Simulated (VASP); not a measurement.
# Ga4SbAs3 (P-43m) in VASP: a series of runs, part 2 of 2

VASP 6.6.1. The steps go on from the part before.

## (3) Dielectric tensor, PBEsol

INCAR reads:

```
SYSTEM = Ga4SbAs3
  PREC = Accurate
  ENCUT = 600
  EDIFF = 1E-8
  ISMEAR = 0
  SIGMA = 0.03
  LREAL = .False.
  LASPH = .True.
  NELM = 80
  ALGO = Normal
  ISIF = 2
  LWAVE = .False.
  LCHARG = .False.
  GGA = PS
  LEPSILON = .True.
  KPAR = 2
```

KPOINTS reads:

```
regular mesh
0
Monkhorst
  6 6 6
  0 0 0
```

POSCAR reads:

```
Ga4SbAs3                                
1.0
    5.7816280413      0.0000000000      0.0000000000
    0.0000000000     -5.7816280413     -0.0000000000
   -0.0000000000      0.0000000000     -5.7816280413
  Ga              Sb              As            
     4     1     3
Direct
     0.9914808972032608    0.5085191027967392    0.5085191027967392
     0.5085191027967392    0.9914808972032608    0.5085191027967392
     0.5085191027967392    0.5085191027967392    0.9914808972032608
     0.9914808972032608    0.9914808972032608    0.9914808972032608
     0.2500000000000000    0.2500000000000000    0.2500000000000000
     0.7500000000000000    0.7500000000000000    0.2500000000000000
     0.7500000000000000    0.2500000000000000    0.7500000000000000
     0.2500000000000000    0.7500000000000000    0.7500000000000000
```

Potentials or basis: VASP PAW PBE potentials, release 64 (Ga_d, Sb, As).

The run is started by

```console
$ cat potpaw_PBE.64/Ga_d/POTCAR potpaw_PBE.64/Sb/POTCAR potpaw_PBE.64/As/POTCAR > POTCAR
$ mpirun -np 2 vasp_std > vasp.out
```

OUTCAR:

```text
SYSTEM = Ga4SbAs3
   PREC = Accurate
   ENCUT = 600
   EDIFF = 1E-8
   ISMEAR = 0
   LREAL = .False.
   LASPH = .True.
   NELM = 80
   ISIF = 2
   GGA = PS
   LEPSILON = .True.

 ion  position               nearest neighbor table
   1  0.991  0.509  0.509-   6 2.48   7 2.48   8 2.48   5 2.59
   2  0.509  0.991  0.509-   6 2.48   7 2.48   8 2.48   5 2.59
   3  0.509  0.509  0.991-   6 2.48   7 2.48   8 2.48   5 2.59
   4  0.991  0.991  0.991-   6 2.48   7 2.48   8 2.48   5 2.59
   5  0.250  0.250  0.250-   1 2.59   2 2.59   3 2.59   4 2.59
   6  0.750  0.750  0.250-   1 2.48   2 2.48   3 2.48   4 2.48
   7  0.750  0.250  0.750-   1 2.48   2 2.48   3 2.48   4 2.48
   8  0.250  0.750  0.750-   1 2.48   2 2.48   3 2.48   4 2.48

  LATTYP: Found a simple cubic cell.
 ALAT       =     5.7816280413

  Lattice vectors:

 A1 = (   5.7816280413,   0.0000000000,   0.0000000000)
 A2 = (   0.0000000000,  -5.7816280413,   0.0000000000)
 A3 = (   0.0000000000,   0.0000000000,  -5.7816280413)

Analysis of symmetry for initial positions (statically):
=====================================================================
 Subroutine PRICEL returns:
 Original cell was already a primitive cell.

 Routine SETGRP: Setting up the symmetry group for a
 simple cubic supercell.

 Subroutine GETGRP returns: Found 24 space group operations
 (whereof  6 operations were pure point group operations)
 out of a pool of 48 trial point group operations.

The static configuration has the point symmetry C_3v.
 The point group associated with its full space group is T_d .

Analysis of symmetry for dynamics (positions and initial velocities):
=====================================================================
 Subroutine PRICEL returns:
 Original cell was already a primitive cell.

 Routine SETGRP: Setting up the symmetry group for a
 simple cubic supercell.

 Subroutine GETGRP returns: Found 24 space group operations
 (whereof  6 operations were pure point group operations)
 out of a pool of 48 trial point group operations.

The dynamic configuration has the point symmetry C_3v.
 The point group associated with its full space group is T_d .
[... 660 lines left out ...]

------------------------ aborting loop because EDIFF is reached ----------------------------------------

--------------------------------------- Ionic step        3  -------------------------------------------

 Free energy of the ion-electron system (eV)
  ---------------------------------------------------
  ---------------------------------------------------
  free energy    TOTEN  =        -9.22687035 eV

  energy without entropy =       -9.22687035

------------------------ aborting loop because EDIFF is reached ----------------------------------------

 PIEZOELECTRIC TENSOR FIELD DIRECTION 3  (e Angst)
 -----------------------------------------------------------------------------
     0.00050 -9.42250  0.00000           ( -0.00000 -0.04162  0.00000)
    -9.42250  0.00050 -0.00000           ( -0.04162 -0.00000  0.00000)
     0.00000 -0.00000  0.00845           (  0.00000  0.00000 -0.00000)

 PIEZOELECTRIC TENSOR FIELD DIRECTION 3  (C/m^2)
 -----------------------------------------------------------------------------
     0.00004 -0.78113  0.00000
    -0.78113  0.00004 -0.00000
     0.00000 -0.00000  0.00070

 MACROSCOPIC STATIC DIELECTRIC TENSOR (including local field effects in DFT)
 ------------------------------------------------------
          17.299068     0.000000     0.000000
          -0.000000    17.299068     0.000000
          -0.000000    -0.000000    17.299068
 ------------------------------------------------------

 PIEZOELECTRIC TENSOR (including local field effects)  for field in x, y, z        (e  Angst)
          XX          YY          ZZ          XY          YZ          ZX
  --------------------------------------------------------------------------------
  x    -0.00000    -0.00000    -0.00000    -0.00000    -9.42645     0.00000
  y     0.00000     0.00000    -0.00000     0.00000    -0.00000    -9.42645
  z     0.00000     0.00000    -0.00000    -9.42645    -0.00000    -0.00000

 PIEZOELECTRIC TENSOR (including local field effects)  for field in x, y, z        (C/m^2)
          XX          YY          ZZ          XY          YZ          ZX
  --------------------------------------------------------------------------------
  x    -0.00000    -0.00000    -0.00000    -0.00000    -0.78146     0.00000
  y     0.00000     0.00000    -0.00000     0.00000    -0.00000    -0.78146
  z     0.00000     0.00000    -0.00000    -0.78146    -0.00000    -0.00000

 BORN EFFECTIVE CHARGES (including local field effects) (in |e|, cummulative output)
 ---------------------------------------------------------------------------------
 ion    1
    1     2.08453    -0.05158    -0.05158
    2    -0.05158     2.08453    -0.05158
    3    -0.05158    -0.05158     2.08453
 ion    2
    1     2.08453    -0.05158     0.05158
    2    -0.05158     2.08453     0.05158
    3     0.05158     0.05158     2.08453
 ion    3
    1     2.08453     0.05158    -0.05158
    2     0.05158     2.08453     0.05158
    3    -0.05158     0.05158     2.08453
 ion    4
    1     2.08453     0.05158     0.05158
    2     0.05158     2.08453    -0.05158
    3     0.05158    -0.05158     2.08453
 ion    5
    1    -1.75378     0.00000    -0.00000
    2     0.00000    -1.75378    -0.00000
    3     0.00000     0.00000    -1.75378
 ion    6
    1    -1.91235     0.00000    -0.00000
    2     0.00000    -1.91235     0.00000
    3    -0.00000     0.00000    -2.75964
 ion    7
    1    -1.91235     0.00000     0.00000
    2     0.00000    -2.75964    -0.00000
    3     0.00000    -0.00000    -1.91235
 ion    8
    1    -2.75964     0.00000     0.00000
    2     0.00000    -1.91235     0.00000
    3    -0.00000    -0.00000    -1.91235
```

It took 16 min on 2 MPI ranks of AMD EPYC 9R14 (Zen 4), shared host; peak memory 0.93 GiB.

Results:

```yaml
Electronic_dielectric_tensor_diagonal: 17.30
Born_charges_mean_of_the_diagonal: Ga +2.08; Sb -1.75; As -2.19 e
```

Levels at points of the mesh, in eV from the valence-band top:
```
           k point  band 32  band 33  band 34  band 35  band 36  band 37  band 38  band 39  band 40  band 41
(0.08, 0.08, 0.08)    -2.47    -2.47    -1.16     0.00     0.00     0.86     1.46     1.46     1.67     1.97
```

Electronic dielectric tensor:
```
17.30  0.00  0.00
 0.00 17.30  0.00
 0.00  0.00 17.30
```

Born effective charge tensors (e):
atom 1, Ga
```
 2.08 -0.05 -0.05
-0.05  2.08 -0.05
-0.05 -0.05  2.08
```
atom 2, Ga
```
 2.08 -0.05  0.05
-0.05  2.08  0.05
 0.05  0.05  2.08
```
atom 3, Ga
```
 2.08  0.05 -0.05
 0.05  2.08  0.05
-0.05  0.05  2.08
```
atom 4, Ga
```
 2.08  0.05  0.05
 0.05  2.08 -0.05
 0.05 -0.05  2.08
```
atom 5, Sb
```
-1.75  0.00  0.00
 0.00 -1.75  0.00
 0.00  0.00 -1.75
```
atom 6, As
```
-1.91  0.00  0.00
 0.00 -1.91  0.00
 0.00  0.00 -2.76
```
atom 7, As
```
-1.91  0.00  0.00
 0.00 -2.76  0.00
 0.00  0.00 -1.91
```
atom 8, As
```
-2.76  0.00  0.00
 0.00 -1.91  0.00
 0.00  0.00 -1.91
```

 The run has no spin-orbit coupling, so splittings on Sb are missing.
